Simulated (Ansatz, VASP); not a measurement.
# Cross-check of W2CS2 (W2CS2 MXene monolayer) between VASP and Ansatz

Aim: how closely do two programs agree when they are given the same cell, functional and k mesh? The cell is taken from a series of runs on this material, whose earlier steps may have relaxed, scaled, displaced or heated it; both programs get it as it stands.

Program: Ansatz 0.2.0. Level of theory: plane waves, with VASP 6.6.1 beside it; single point at PBE with D3(BJ). Results are calculated unless marked as measured.

### Step 1. The starting structure

The cell holds 5 atoms: 2 S, 2 W and 1 C. Its edges and angles: a = 3.241 Å, b = 3.241 Å, c = 23.383 Å, α = 90.0°, β = 90.0°, γ = 120.0°. Vacuum lies along c.

### Step 2. VASP: single point, PBE with D3(BJ)

A single point gives forces, pressure and levels at one fixed geometry, so differences don't come from the geometry; what else differs is listed under the comparison.

Lines of VASP's logs that name or quote its potential files are left out, and so is its time.

The input, INCAR:

```
SYSTEM = W2CS2
PREC = Accurate
ENCUT = 520
EDIFF = 1E-06
NELM = 120
ISMEAR = -1
SIGMA = 0.02585
LREAL = .FALSE.
ALGO = Normal
GGA = PE
IVDW = 12
NBANDS = 20
LASPH = .TRUE.
LORBIT = 11
LWAVE = .FALSE.
LCHARG = .FALSE.
ISIF = 2
LDIPOL = .TRUE.
IDIPOL = 3
DIPOL = 0.5 0.5 0.5
LVHAR = .TRUE.
GGA_COMPAT = .FALSE.
NELMDL = -8
KPAR = 2
```

The input, POSCAR:

```
W2CS2
1.0
    3.2411334761      0.0000000000      0.0000000000
   -1.6205667381      2.8069039274      0.0000000000
    0.0000000000      0.0000000000     23.3829074966
S W C
2 2 1
Direct
    0.3333333333      0.6666666667      0.3848965318
    0.6666666667      0.3333333333      0.6151034682
    0.6666666667      0.3333333333      0.4542334248
    0.3333333333      0.6666666667      0.5457665752
    0.0000000000      0.0000000000      0.5000000000
```

The input, KPOINTS:

```
Automatic mesh
0
Gamma
18 18 1
0 0 0
```

The projector-augmented-wave data sets are S, W and C (PBE family, release 64).

Run with:

```
> mpirun -np 2 vasp_std
```

Numbers of over 12 decimals in the logs are rounded to 6 here.

The log of the run:

```text
[banner, memory and clock lines left out]
running    2 mpi-ranks, on    1 nodes
 distrk:  each k-point on    1 cores,    2 groups
 distr:  one band on    1 cores,    1 groups

 POSCAR found type information on POSCAR S W C
 POSCAR found :  3 types and       5 ions
 LDA part: xc-table for (Slater+PW92), standard interpolation
 POSCAR, INCAR and KPOINTS ok, starting setup
 FFT: planning ... GRIDC
 FFT: planning ... GRID_SOFT
 FFT: planning ... GRID
 WAVECAR not read
 entering main loop
       N       E                     dE             d eps       ncg     rms          rms(c)
DAV:   1     0.199666784578E+03    0.19967E+03   -0.10648E+04  1480   0.109E+03
DAV:   2    -0.255877336841E+02   -0.22525E+03   -0.21843E+03  2212   0.240E+02
DAV:   3    -0.492580584901E+02   -0.23670E+02   -0.23224E+02  1868   0.845E+01
DAV:   4    -0.500810349453E+02   -0.82298E+00   -0.81592E+00  2252   0.175E+01
DAV:   5    -0.501009298535E+02   -0.19895E-01   -0.19871E-01  2096   0.252E+00
DAV:   6    -0.501019033773E+02   -0.97352E-03   -0.97328E-03  2220   0.543E-01
DAV:   7    -0.501019523560E+02   -0.48979E-04   -0.48973E-04  2136   0.108E-01
DAV:   8    -0.501019552986E+02   -0.29426E-05   -0.29425E-05  2200   0.253E-02    0.428E+01
DAV:   9    -0.451639552812E+02    0.49380E+01   -0.23843E+01  1968   0.259E+01    0.168E+01
DAV:  10    -0.449807960703E+02    0.18316E+00   -0.23571E+00  1872   0.102E+01    0.834E+00
DAV:  11    -0.448982050970E+02    0.82591E-01   -0.31510E-01  1940   0.449E+00    0.761E-01
DAV:  12    -0.448958262371E+02    0.23789E-02   -0.41759E-02  1760   0.149E+00    0.341E-01
DAV:  13    -0.448948137503E+02    0.10125E-02   -0.76420E-03  2120   0.469E-01    0.162E-01
DAV:  14    -0.448943634670E+02    0.45028E-03   -0.12864E-03  1840   0.219E-01    0.816E-02
[...]
DAV:  18    -0.448943618663E+02   -0.69003E-04   -0.64257E-06  1956   0.167E-02    0.139E-02
DAV:  19    -0.448945060186E+02   -0.14415E-03   -0.28668E-05  1860   0.259E-02    0.822E-03
DAV:  20    -0.448945205261E+02   -0.14508E-04   -0.40861E-06  1880   0.122E-02    0.402E-03
DAV:  21    -0.448945583187E+02   -0.37793E-04   -0.18690E-06  1344   0.576E-03    0.222E-03
DAV:  22    -0.448945668264E+02   -0.85076E-05   -0.35825E-07  1216   0.337E-03    0.144E-03
DAV:  23    -0.448945740941E+02   -0.72678E-05   -0.17865E-07   992   0.248E-03    0.212E-03
DAV:  24    -0.448945777563E+02   -0.36622E-05   -0.25785E-07  1180   0.172E-03    0.115E-03
DAV:  25    -0.448945780760E+02   -0.31967E-06   -0.20609E-08   924   0.766E-04
   1 F= -.46632210E+02 E0= -.46629647E+02  d E =-.512702E-02
```

Parts of OUTCAR (step 2):

```text
ion  position               nearest neighbor table
   1  0.333  0.667  0.385-   3 2.48   3 2.48   3 2.48
   2  0.667  0.333  0.615-   4 2.48   4 2.48   4 2.48
   3  0.667  0.333  0.454-   5 2.16   5 2.16   5 2.16   1 2.48   1 2.48   1 2.48   4 2.84   4 2.84
                             4 2.84
   4  0.333  0.667  0.546-   5 2.16   5 2.16   5 2.16   2 2.48   2 2.48   2 2.48   3 2.84   3 2.84
                             3 2.84
   5  0.000  0.000  0.500-   3 2.16   4 2.16   3 2.16   4 2.16   3 2.16   4 2.16

  LATTYP: Found a hexagonal cell.
 ALAT       =     3.2411334761
 C/A-ratio  =     7.2144228768

 Subroutine GETGRP returns: Found 12 space group operations
 (whereof 12 operations were pure point group operations)

The static configuration has the point symmetry D_3d.

 Found     37 irreducible k-points:

   k-points           NKPTS =     37   k-points in BZ     NKDIM =     37   number of bands    NBANDS=     20

   dimension x,y,z NGX =    24 NGY =   24 NGZ =  180
   dimension x,y,z NGXF=    48 NGYF=   48 NGZF=  360

   ENCUT  =  520.0 eV  38.22 Ry    6.18 a.u.   6.03  6.03 43.48*2*pi/ulx,y,z

   NELECT =      28.0000    total number of electrons

 k-points in reciprocal lattice and weights: Automatic mesh
   0.00000000  0.00000000  0.00000000       0.003
   0.05555556 -0.00000000  0.00000000       0.019
   0.11111111 -0.00000000  0.00000000       0.019
   0.16666667 -0.00000000  0.00000000       0.019
   0.22222222 -0.00000000  0.00000000       0.019
   0.27777778  0.00000000  0.00000000       0.019
   0.33333333  0.00000000  0.00000000       0.019
   0.38888889 -0.00000000  0.00000000       0.019
   0.44444444 -0.00000000  0.00000000       0.019
[...]
0.33333333  0.27777778  0.00000000       0.037
   0.33333333  0.33333333  0.00000000       0.006

 dipolmoment           0.000000      0.000000     -0.000000 electrons x Angstroem

 average (electrostatic) potential at core
       1 -92.6980       2 -92.6980       3 -47.6179       4 -47.6179       5 -56.6768

 E-fermi :  -0.6982

 k-point     1 :       0.0000    0.0000    0.0000
  band No.  band energies     occupation
    ...
     11      -3.2070      2.00000
     12      -3.2070      2.00000
     13      -1.8017      2.00000
     14      -1.2873      2.00000
     15      -1.2873      2.00000
     16       0.0165      0.00000
     17       0.0165      0.00000
     18       0.4999      0.00000
     19       1.4949      0.00000
     20       1.4949      0.00000

 k-point     2 :       0.0556   -0.0000    0.0000
  band No.  band energies     occupation
    ...
     11      -3.3173      2.00000
     12      -3.0881      2.00000
     13      -2.0303      2.00000
     14      -1.2600      2.00000
     15      -1.1606      2.00000
     16       0.0290      0.00000
     17       0.0998      0.00000
     18       0.6985      0.00000
     19       1.3846      0.00000
     20       1.4977      0.00000

 k-point     3 :       0.1111   -0.0000    0.0000
  band No.  band energies     occupation
    ...
     11      -3.5550      2.00000
     12      -3.0467      2.00000
     13      -2.4527      2.00000
     14      -1.2554      2.00000
     15      -0.9749      1.99996
     16       0.0812      0.00000
     17       0.3723      0.00000
     18       0.9678      0.00000
     19       1.3981      0.00000
     20       1.4857      0.00000

 Edisp (eV)   -1.73763

  Total      -0.18349    -0.18349    -0.57480     0.00000     0.00000     0.00000
  in kB      -1.38197    -1.38197    -4.32917     0.00000     0.00000     0.00000
  external pressure =       -2.36 kB  Pullay stress =        0.00 kB

  energy-cutoff  :      520.00
  volume of cell :      212.73
      direct lattice vectors                 reciprocal lattice vectors
     3.241133476  0.000000000  0.000000000     0.308534038  0.178132210  0.000000000
    -1.620566738  2.806903927  0.000000000     0.000000000  0.356264420  0.000000000
     0.000000000  0.000000000 23.382907497     0.000000000  0.000000000  0.042766281

 POSITION                                       TOTAL-FORCE (eV/Angst)
 -----------------------------------------------------------------------------------
     -0.00000      1.87127      9.00000        -0.000000     -0.000000      0.049351
      1.62057      0.93563     14.38291        -0.000000      0.000000     -0.049351
      1.62057      0.93563     10.62130        -0.000000      0.000000      0.123356
     -0.00000      1.87127     12.76161         0.000000     -0.000000     -0.123356
      0.00000      0.00000     11.69145        -0.000000      0.000000      0.000000
 -----------------------------------------------------------------------------------
    total drift:                                0.000000     -0.000000      0.000000

  FREE ENERGIE OF THE ION-ELECTRON SYSTEM (eV)
  ---------------------------------------------------
  free  energy   TOTEN  =       -46.6322101368 eV

  energy  without entropy=      -46.6270831131  energy(sigma->0) =      -46.62964662

 vacuum level on the upper side and lower side of the slab         4.349         4.349

 total charge
# of ion       s       p       d       tot
------------------------------------------
    1        1.359   2.358   0.000   3.717
    2        1.359   2.358   0.000   3.717
    3        0.575   0.755   4.263   5.593
    4        0.575   0.755   4.263   5.593
    5        0.869   1.584   0.000   2.453
--------------------------------------------------
tot          4.737   7.810   8.527  21.074

[... 3 further parts left out ...]
```

This run has no spin polarisation, so a moment on W, if there is one, isn't seen. The data set W keeps the semicore shell frozen, which is cheaper and a little less accurate.

### Step 3. Ansatz: single point, PBE with D3(BJ)

Ansatz runs on its PAW soft_1 files.

The same cell, functional, mesh and smearing now go to Ansatz, which takes its cutoff from its data sets.

The input, input.yaml:

```yaml
crystal:
  lattice:
    - [3.2411334761, 0.0, 0.0]
    - [-1.6205667381, 2.8069039274, 0.0]
    - [0.0, 0.0, 23.3829074966]
  atoms:
    - { symbol: S, position: [0.3333333333, 0.6666666667, 0.3848965318] }
    - { symbol: W, position: [0.6666666667, 0.3333333333, 0.4542334248] }
    - { symbol: C, position: [0.0, 0.0, 0.5] }
    - { symbol: W, position: [0.3333333333, 0.6666666667, 0.5457665752] }
    - { symbol: S, position: [0.6666666667, 0.3333333333, 0.6151034682] }
kpoints:
  mp_grid: { grid: [18, 18, 1] }
  band_path:
    path: [[0, 0, 0], [0.5, 0, 0], [0.33333333, 0.33333333, 0], [0, 0, 0]]
    npoints: 16
hamiltonian:
  xc: pbe
  dispersion: d3bj
  pseudopotentials: { kind: paw, azcp: { folder: soft_1 } }
scf:
  occupations: { method: fermi_dirac, width: 0.02585 }
  convergence: { dr2_threshold: 1.0e-10 }
efield:
  axis: 3
  dipole_correction: true
  ramp_position: 0.97
  ramp_width: 0.06
  amplitude: 0
output:
  dos: { projected: true, e_range: [-6, 5] }
  write_potential: true
  write_density: true
  volumetric_format: npy
  elf: true
```

Run with:

```
> ansatz run input.yaml --threads 2 --pin off --max-ram 3072MiB --backend cpu --events-out ev --progress --plain --runs-dir out
```

The log of the run:

```text
Engine: ansatz 0.2.0, aarch64-unknown-linux-gnu
Pseudopotentials: kind: paw
Pseudopotential: S, paw, valence charge 6, recommended cutoff 420 eV (normal), soft_1/S.paw.azcp
Pseudopotential: W, paw, valence charge 14, recommended cutoff 420 eV (normal), soft_1/W.paw.azcp
Pseudopotential: C, paw, valence charge 4, recommended cutoff 420 eV (normal), soft_1/C.paw.azcp
Functional definition: PBE
  parameter kappa = 0.804
  parameter beta = 0.066725
  exchange = pbe_x(kappa = kappa, mu = beta*pi^2/3)
  correlation = pbe_c(beta = beta)
Crystal: 5 atoms, lattice volume = 212.727 Å³
Basis set: ecut = 420 eV, 4255 PW (Γ)
Bands: 27, of which v1, the nominal top of the filled ones, is band 22 counted from 1 (21 counted from 0)
Symmetry: 6 space group operations
k-points: 37 of 324 (time reversal used)
Non-local potential: S, projectors of the file, l = 0: 2, l = 1: 2, l = 2: 1
Non-local potential: W, projectors of the file, l = 0: 3, l = 1: 2, l = 2: 2, l = 3: 1
Non-local potential: C, projectors of the file, l = 0: 2, l = 1: 2, l = 2: 1
PAW form: soft (Blöchl's): semilocal exchange-correlation on the pseudo side does not see the compensation charge
PAW one-centre angular grid: S, 110 points (default); XC on 64 Gauss nodes
PAW one-centre angular grid: W, 590 points (default); XC on 64 Gauss nodes
PAW one-centre angular grid: C, 110 points (default); XC on 64 Gauss nodes
Initial density: superposition of atomic densities (neutral atoms: chi_scale 0, normalization atom)
Initial wavefunctions: pseudopotential atomic-orbital guess
Functional: x = pbe(κ = 0.804, μ = 0.219515), c = pbe(β = 0.066725)
SCF iter   1: F=—  HF=-22832.612835 eV  |F-HF|=—  |Δ(HF+E_count)|=         —  Δρ=5.47e-2  dr2=1.01e1  ethr=3.10e-3  p=0.000 e·Å  D=2.30e-14 V/Å  ΔV_dip=-0.00 eV  dr2_dipole=6.28e-8  V_vac-E_F(+/−)=6.24/6.24 eV  ⟨swp⟩=10.5  Hψ=6439  notcnv=0
efield: sawtooth ramp at fractional position 0.9700 (set: `efield.ramp_position`, or a place that a band, a saddle search or an elastic batch's reference lends), width 0.0600; the density the first Hamiltonian is built on has a dipole p = 0.000 e·Å; the dipole correction subtracts the counter field D = 2.30e-14 V/Å, which shifts the + side's vacuum level by -0.00 eV against the − side's; the planar-averaged density in the ramp window peaks in size at 4.3e-7 e/Å³
preconditioner: auto → LDOS  [insulator: Δε(μ)=0.084 eV  Ē_g=8.500 eV  σ=0.026 eV  W_gap=0.51  n_scr=14 (ndim 8)  ℏωp=13.5 eV  f_vac=0.620  D(μ)=2.07/eV (n_scr^D=8)  ε∞_Penn≈3.5  β→1.0]
SCF iter   2: F=—  HF=-22830.611728 eV  |F-HF|=—  |Δ(HF+E_count)|=    2.00e0  Δρ=2.98e-2  dr2=2.35e0  ethr=3.10e-3  p=0.000 e·Å  D=2.66e-5 V/Å  ΔV_dip=-0.00 eV  dr2_dipole=2.92e-7  V_vac-E_F(+/−)=4.52/4.52 eV  ⟨swp⟩=4.1  Hψ=2958  notcnv=0  defer=12
SCF iter   3: F=—  HF=-22830.106541 eV  |F-HF|=—  |Δ(HF+E_count)|=   5.05e-1  Δρ=4.51e-3  dr2=5.16e-2  ethr=3.10e-3  p=0.000 e·Å  D=4.59e-6 V/Å  ΔV_dip=-0.00 eV  dr2_dipole=7.11e-9  V_vac-E_F(+/−)=5.12/5.12 eV  ⟨swp⟩=3.9  Hψ=2599  notcnv=0  defer=10
SCF iter   4: F=—  HF=-22830.093378 eV  |F-HF|=—  |Δ(HF+E_count)|=   1.32e-2  Δρ=1.13e-3  dr2=2.79e-3  ethr=1.17e-4  p=0.000 e·Å  D=1.67e-6 V/Å  ΔV_dip=-0.00 eV  dr2_dipole=1.15e-10  V_vac-E_F(+/−)=5.04/5.04 eV  ⟨swp⟩=2.9  Hψ=2101  notcnv=0  defer=10
SCF iter   5: F=—  HF=-22830.092899 eV  |F-HF|=—  |Δ(HF+E_count)|=   4.79e-4  Δρ=2.12e-4  dr2=1.08e-4  ethr=6.34e-6  p=0.000 e·Å  D=4.19e-7 V/Å  ΔV_dip=-0.00 eV  dr2_dipole=1.47e-14  V_vac-E_F(+/−)=5.04/5.04 eV  ⟨swp⟩=2.9  Hψ=2167  notcnv=0  defer=10
SCF iter   6: F=—  HF=-22830.092906 eV  |F-HF|=—  |Δ(HF+E_count)|=   6.69e-6  Δρ=7.80e-5  dr2=1.04e-5  ethr=2.46e-7  p=0.000 e·Å  D=3.45e-7 V/Å  ΔV_dip=-0.00 eV  dr2_dipole=4.73e-13  V_vac-E_F(+/−)=5.05/5.05 eV  ⟨swp⟩=3.5  Hψ=2332  notcnv=0  defer=10
SCF iter   7: F=—  HF=-22830.092913 eV  |F-HF|=—  |Δ(HF+E_count)|=   7.53e-6  Δρ=2.24e-5  dr2=8.21e-7  ethr=2.36e-8  p=0.000 e·Å  D=6.43e-8 V/Å  ΔV_dip=-0.00 eV  dr2_dipole=1.52e-15  V_vac-E_F(+/−)=5.04/5.04 eV  ⟨swp⟩=2.3  Hψ=1518  notcnv=0  defer=10
SCF iter   8: F=—  HF=-22830.092830 eV  |F-HF|=—  |Δ(HF+E_count)|=   8.33e-5  Δρ=5.19e-6  dr2=2.73e-8  ethr=1.87e-9  p=0.000 e·Å  D=1.43e-8 V/Å  ΔV_dip=-0.00 eV  dr2_dipole=6.27e-15  V_vac-E_F(+/−)=5.04/5.04 eV  ⟨swp⟩=2.5  Hψ=1985  notcnv=0  defer=10
SCF iter   9: F=—  HF=-22830.092830 eV  |F-HF|=—  |Δ(HF+E_count)|=   1.05e-7  Δρ=9.93e-7  dr2=1.43e-9  ethr=6.20e-11  p=-0.000 e·Å  D=-1.72e-8 V/Å  ΔV_dip=0.00 eV  dr2_dipole=1.47e-13  V_vac-E_F(+/−)=5.04/5.04 eV  ⟨swp⟩=2.6  Hψ=2041  notcnv=0  defer=10
SCF iter  10: F=-22830.092830 eV  HF=-22830.092830 eV  |F-HF|=2.40e-10  |Δ(HF+E_count)|=   4.02e-9  Δρ=2.24e-7  dr2=4.79e-11  ethr=1.00e-12  p=0.000 e·Å  D=5.05e-9 V/Å  ΔV_dip=-0.00 eV  dr2_dipole=4.04e-15  V_vac-E_F(+/−)=5.04/5.04 eV  ⟨swp⟩=7.0  Hψ=3770  notcnv=0
SCF 1 converged in 10 iterations: F = -22830.092830 eV  dr2 = 4.79e-11
  greatest PAW one-centre occupation: 0.999 electrons in one spin orbital (limit 2), on the W atom at site 1 (counted from 0), in its partial waves of l = 0
NSCF: frozen V_eff on 49 k-points
efield: sawtooth ramp at fractional position 0.9700 (kept from the solve that this one continues, or follows in the run), width 0.0600; the density the first Hamiltonian is built on has a dipole p = 0.000 e·Å; the dipole correction subtracts the counter field D = 5.05e-9 V/Å, which shifts the + side's vacuum level by -0.00 eV against the − side's; the planar-averaged density in the ramp window peaks in size at 5.1e-7 e/Å³
WARN: The output density's exchange-correlation potential varies sharply where the density is thin. Do not read a vacuum level from v_tot or v_xc, or from such a field of the output density. On a cell that repeats whose density bears no net charge and no dipole along the vacuum's axis use v_es (v_loc + v_h of the components); under efield.dipole_correction with no amplitude use v_es + v_field, which holds any externa [...]
SCF converged after 10 iterations
Free energy (F): -22830.092830 eV
Harris-Foulkes:  -22830.092830 eV  (|F-HF|=2.40e-10)
Internal energy: -22830.087989 eV  (E = F + TS)
E sigma→0 (E₀):  -22830.090409 eV
Entropy (-TS):   -0.004842 eV (-0.968 meV/atom)
Fermi energy:    1.817551 eV
Dipole field:    D = -0.000000 V/Å  (p = -0.000000 e·Å, saw-weighted, corrected)
Work function:   Φ+ = 5.0445 eV   Φ− = 5.0445 eV
Levels:          The Fermi level and band energies are counted from a zero that moves with the ramp; work functions are not
--- Per-component energies (eV) ---
  E_band       = -869.551667
  E_kinetic    = 1143.351318
  E_local      = -43520.967154  (includes V_loc(G=0)·N_el)
  E_nonlocal   = 41.757848
  E_hartree    = 21252.017418
  E_xc         = -760.924367
  E_vxc        = -687.132212  (∫ρ·V_xc dr)
  E_paw        = -18472.085337  (= ΣΔE_a)
  E_vpaw       = -350.596784  (= ΣTr[D̂ρ^β])
  E_aug_tail   = 0.000307  (compensation charges beyond the density's cutoff)
  E_efield     = 0.000000  (sawtooth field / dipole correction)
  E_vefield    = 0.000000  (∫n·V_field dr)
  E_ewald      = 17488.499804
  E_disp       = -1.737826  (pairwise vdW)
  E_smearing   = -0.004842  (= −TS)
  E_closure    = -0.000000  (closes the sum)
  Σ components = -22830.092830   (vs F -22830.092830, Δ=0.00e0)
--- Band table (eV; the first three rows and the last of 37) ---
  k-point 0: bands = [... 18 lower, -0.6958, -0.6958, 0.7208, 1.1763, 1.1763, 2.5359, 2.5359, 2.9562, ... 1 higher]
  k-point 1: bands = [... 18 lower, -0.8081, -0.5894, 0.4780, 1.2085, 1.3189, 2.5469, 2.6176, 3.1580, ... 1 higher]
  k-point 2: bands = [... 18 lower, -1.0444, -0.5512, 0.0487, 1.2240, 1.5162, 2.5952, 2.8874, 3.4638, ... 1 higher]
  k-point 36: bands = [... 18 lower, -2.4121, -2.4121, 1.0949, 1.0949, 1.3395, 3.4880, 3.4880, 4.1926, ... 1 higher]
```

### Step 4. Comparison

Known differences besides the potentials themselves: the data sets hold 44 valence electrons in Ansatz (on its PAW soft_1 files) and 28 in VASP; the cutoff is 420 eV in Ansatz and 520 eV in VASP. Total energies have different zeros and are not compared.

Both answers:

| quantity | Ansatz | VASP | difference |
| --- | --- | --- | --- |
| work function, lower of the two faces (eV) | 5.04 | 5.05 | 0.00 |
| work function, higher of the two faces (eV) | 5.04 | 5.05 | 0.00 |

With vacuum in the cell, a pressure given here is an average over mostly empty space and none of the material.

### Step 5. Results

```json
{
  "difference in work function, lower of the two faces (single point, PBE with D3(BJ))": "-0.0027 eV"
}
```

**Reading.** The difference in work function, lower of the two faces is -0.0027 eV (single point, PBE with D3(BJ)). The data sets hold unlike numbers of valence electrons (44 in Ansatz and 28 in VASP), so part of the differences comes from the potentials. Such differences can come from data sets, numerical settings and the points named under the comparisons, not from the functional's error against experiment.

[Lines on the potential files, build, host, timing and source positions are cut from VASP's logs without a mark.]

[Logs are printed without paths, hosts, clocks, repeated set-up lines and the standing remarks that a program may print on its own settings, such as how far it seeks lower states.]

[Hosts, paths, dates, database ids (printed as entryN), source tags and the programs' standing remarks are cut or masked in the printed files.]
